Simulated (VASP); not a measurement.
A VASP calculation is set up with these files.

File POSCAR:
```
BN
1
    1.2711747486    -2.2017394705     0.0000000000
    1.2711747486     2.2017394705     0.0000000000
    0.0000000000     0.0000000000     4.2043009236
B N
2 2
Direct
  0.6666670000   0.3333330000   0.5002373476
  0.3333330000   0.6666670000   0.0002373476
  0.6666670000   0.3333330000   0.8747626524
  0.3333330000   0.6666670000   0.3747626524
```

INCAR:
```
SYSTEM=BN
PREC=Accurate; ENCUT=600; LREAL=.FALSE.
LASPH=.TRUE.
EDIFF=1E-7; NELM=100; ALGO=Normal
ISMEAR=0; SIGMA=0.05
GGA=PE
ISIF=2
LWAVE=.FALSE.; LCHARG=.FALSE.
```

KPOINTS:
```
Automatic mesh
0
Gamma
10 10 6
0 0 0
```

POTCAR, in this order: B N (PBE.64 set). Program: vasp_std.

### Question
Write an equivalent input for Ansatz.

### Answer
One equivalent input (not run):
Ansatz 0.2 input:
```yaml
crystal:
  lattice:
    - [1.2711747, -2.2017395, 0.0000000]
    - [1.2711747, 2.2017395, 0.0000000]
    - [0.0000000, 0.0000000, 4.2043009]
  atoms:
    - { symbol: B, position: [0.6666670, 0.3333330, 0.5002373] }
    - { symbol: B, position: [0.3333330, 0.6666670, 0.0002373] }
    - { symbol: N, position: [0.6666670, 0.3333330, 0.8747627] }
    - { symbol: N, position: [0.3333330, 0.6666670, 0.3747627] }
kpoints:
  mp_grid: { grid: [10, 10, 6] }
hamiltonian:
  xc: pbe
  pseudopotentials: { kind: paw }
scf:
  occupations: { method: gaussian, width: 0.05 }
  max_iter: 100
output: { forces: true, stress: true, eigenvalues: true }
```
Limits of the translation: each code has its own PAW files, so the cut-off isn't converted (ENCUT is set for VASP's; basis.ecutwfc is left out, and Ansatz then takes the one that its files recommend); Ansatz stops its SCF on the density residual and VASP on the energy change (EDIFF).

The compound is BN in the wurtzite structure, a metastable high-pressure form. This cell was strained or had an atom moved on purpose.
